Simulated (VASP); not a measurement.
These are PBE GGA with spin-orbit coupling, VASP's PBE PAW potentials (set 64) (plane waves; VASP) values and carry that method's errors.

The input files of a VASP run:

File KPOINTS:
```
Automatic mesh
0
G
5 5 5
```

POSCAR:
```
Pt3Ti
7.840
  0.5000000000   0.0000000000   0.0000000000
  0.0000000000   0.5000000000   0.0000000000
  0.0000000000   0.0000000000   0.5000000000
Ti Pt
1 3
direct
 -0.0062980000   0.0137430000   0.0128030000
  0.0102210000   0.4885020000   0.4920370000
  0.4883600000   0.0102460000   0.4928190000
  0.5077170000   0.4875090000   0.0023410000
```

**INCAR**
```
ALGO = Normal
EDIFF = 1E-6
ENCUT = 300
GGA = PE
GGA_COMPAT = .False.
ISIF = 2
ISMEAR = 0
LASPH = .True.
LCHARG = .False.
LMAXMIX = 6
LNONCOLLINEAR = .True.
LORBIT = 11
LREAL = .False.
LSORBIT = .True.
LWAVE = .False.
MAGMOM = 12*0.0
NELM = 100
PREC = Accurate
SIGMA = 0.1
SYSTEM = Pt3Ti
```

POTCAR, in this order: Ti_sv Pt (PBE.64 set). Program: vasp_ncl.

Output

File OSZICAR:
```
       N       E                     dE             d eps       ncg     rms          rms(c)
DAV:   1     0.327763430708E+03    0.32776E+03   -0.14590E+04 12510   0.125E+03
DAV:   2     0.423410009102E+01   -0.32353E+03   -0.30981E+03 13370   0.379E+02
DAV:   3    -0.313782565133E+02   -0.35612E+02   -0.34238E+02 19382   0.114E+02
DAV:   4    -0.334210627749E+02   -0.20428E+01   -0.20310E+01 17118   0.252E+01
DAV:   5    -0.335066737519E+02   -0.85611E-01   -0.85535E-01 17616   0.464E+00    0.239E+01
DAV:   6    -0.317592314566E+02    0.17474E+01   -0.17594E+01 18408   0.325E+01    0.144E+01
DAV:   7    -0.314276051576E+02    0.33163E+00   -0.23304E+01 17968   0.341E+01    0.116E+01
DAV:   8    -0.306613300688E+02    0.76628E+00   -0.12450E+00 16596   0.991E+00    0.525E+00
DAV:   9    -0.304749613568E+02    0.18637E+00   -0.71032E-01 18810   0.563E+00    0.178E+00
DAV:  10    -0.304978583531E+02   -0.22897E-01   -0.11371E-01 19468   0.176E+00    0.153E+00
DAV:  11    -0.304782543993E+02    0.19604E-01   -0.56174E-02 17890   0.177E+00    0.434E-01
DAV:  12    -0.304784879556E+02   -0.23356E-03   -0.13298E-03 16382   0.246E-01    0.363E-01
DAV:  13    -0.304773766473E+02    0.11113E-02   -0.30970E-03 18834   0.376E-01    0.822E-02
DAV:  14    -0.304773373855E+02    0.39262E-04   -0.52198E-04 20182   0.145E-01    0.347E-02
DAV:  15    -0.304773355236E+02    0.18619E-05   -0.12059E-05 14108   0.281E-02    0.266E-02
DAV:  16    -0.304773310273E+02    0.44963E-05   -0.12295E-05 18658   0.254E-02    0.710E-03
DAV:  17    -0.304773305211E+02    0.50627E-06   -0.13164E-06 11064   0.844E-03
   1 F= -.30477331E+02 E0= -.30473534E+02  d E =-.759394E-02  mag=     0.0000     0.0000    -0.0000
```

File OUTCAR:
```
------------------------ aborting loop because EDIFF is reached ----------------------------------------
  FORCE on cell =-STRESS in cart. coord.  units (eV):
  Direction    XX          YY          ZZ          XY          YZ          ZX
  --------------------------------------------------------------------------------------
  Total        2.3707341      2.4125430      2.1068627     -0.4549586      0.0122742     -0.0239704
  in kB       63.0572786     64.1693199     56.0387720    -12.1010842      0.3264730     -0.6375701
  external PRESSURE =      61.0884568 kB  Pullay stress =       0.0000000 kB
  volume of cell :       60.24
      direct lattice vectors                 reciprocal lattice vectors
     3.920000000  0.000000000  0.000000000     0.255102041  0.000000000  0.000000000
     0.000000000  3.920000000  0.000000000     0.000000000  0.255102041  0.000000000
     0.000000000  0.000000000  3.920000000     0.000000000  0.000000000  0.255102041
 POSITION                                       TOTAL-FORCE (eV/Angst)
 -----------------------------------------------------------------------------------
      3.89531      0.05387      0.05019         0.128540     -0.439673     -0.372960
      0.04007      1.91493      1.92879        -0.734857      0.829564      0.432784
      1.91437      0.04016      1.93185         0.642031     -1.205698      0.423907
      1.99025      1.91104      0.00918        -0.035713      0.815807     -0.483731
 -----------------------------------------------------------------------------------
    total drift:                               -0.000241      0.000103      0.000094
  FREE ENERGIE OF THE ION-ELECTRON SYSTEM (eV)
  ---------------------------------------------------
  free  energy   TOTEN  =       -30.4773305211 eV

  energy  without entropy=      -30.4697365804  energy(sigma->0) =      -30.47353355

 total charge

# of ion       s       p       d       tot
------------------------------------------
    1        2.206   6.157   1.799  10.162
    2        0.701   0.685   8.037   9.424
    3        0.701   0.685   8.038   9.424
    4        0.700   0.683   8.035   9.418
--------------------------------------------------
tot          4.308   8.211  25.909  38.428

 magnetization (x)

# of ion       s       p       d       tot
------------------------------------------
    1       -0.000  -0.000  -0.000  -0.000
    2        0.000  -0.000   0.000   0.000
    3       -0.000  -0.000   0.000   0.000
    4       -0.000  -0.000   0.000   0.000
--------------------------------------------------
tot         -0.000  -0.000   0.000   0.000

 magnetization (y)

# of ion       s       p       d       tot
------------------------------------------
    1        0.000  -0.000  -0.000  -0.000
    2       -0.000  -0.000  -0.000  -0.000
    3       -0.000  -0.000   0.000   0.000
    4       -0.000  -0.000   0.000   0.000
--------------------------------------------------
tot         -0.000  -0.000   0.000   0.000

 magnetization (z)

# of ion       s       p       d       tot
------------------------------------------
    1       -0.000   0.000  -0.000  -0.000
    2       -0.000  -0.000   0.000   0.000
    3       -0.000  -0.000   0.000   0.000
    4        0.000  -0.000   0.000  -0.000
--------------------------------------------------
tot         -0.000   0.000   0.000   0.000

 Ion:    1  E_soc:     -0.0134708

 Ion:    2  E_soc:     -0.7134339

 Ion:    3  E_soc:     -0.7140629

 Ion:    4  E_soc:     -0.7128485
```
(Selected blocks of OUTCAR.)

File OUTCAR:
```
 val. band max:       11.6344887774   @ k =   0.0000   0.0000   0.0000

 cond. band min:      11.6364131684   @ k =   0.0000  -0.2000   0.0000


 Fermi energy:        11.6347370928

 k-point     1 :       0.0000    0.0000    0.0000
  band No.  band energies     occupation
      1     -46.5065      1.00000
      2     -46.5065      1.00000
      3     -23.1927      1.00000
      4     -23.1927      1.00000
      5     -22.5428      1.00000
      6     -22.5428      1.00000
      7     -22.5396      1.00000
      8     -22.5396      1.00000
      9       1.5082      1.00000
     10       1.5082      1.00000
     11       4.2309      1.00000
     12       4.2309      1.00000
     13       4.5396      1.00000
     14       4.5396      1.00000
     15       4.5521      1.00000
     16       4.5521      1.00000
     17       4.7792      1.00000
     18       4.7792      1.00000
     19       4.9421      1.00000
     20       4.9421      1.00000
     21       4.9578      1.00000
     22       4.9578      1.00000
     23       7.6820      1.00000
     24       7.6820      1.00000
     25       7.7137      1.00000
     26       7.7137      1.00000
     27       8.3939      1.00000
     28       8.3939      1.00000
     29       9.9319      1.00000
     30       9.9319      1.00000
     31       9.9604      1.00000
     32       9.9604      1.00000
     33      10.9724      1.00000
     34      10.9724      1.00000
     35      11.1789      1.00000
     36      11.1789      1.00000
     37      11.6177      0.59540
     38      11.6177      0.59539
     39      11.6345      0.50141
     40      11.6345      0.50140
     41      12.6503      0.00000
     42      12.6503      0.00000
     43      12.7773      0.00000
     44      12.7773      0.00000
     45      13.0519      0.00000
     46      13.0519      0.00000
     47      13.2007      0.00000
     48      13.2007      0.00000
     49      13.6027      0.00000
     50      13.6073      0.00000

...
```

At this cut-off the stress carries a Pulay error, which pulls relaxed volumes low.

The structure is a typed Pt3Ti crystal. The cell was not relaxed at this level, atoms are displaced from their ideal sites. The k-mesh is coarse (spacing up to 0.32 per Å, 2π included), so the numbers may not be converged in it. The run is one of a series of settings (GGA_COMPAT = .FALSE., LNONCOLLINEAR = .TRUE., LSORBIT = .TRUE., MAGMOM = 0.0 0.0 0.0 0.0 0.0 0.0 0.0 0.0 0.0 0.0 0.0 0.0, program vasp_ncl against the base run), some of them coarse on purpose.
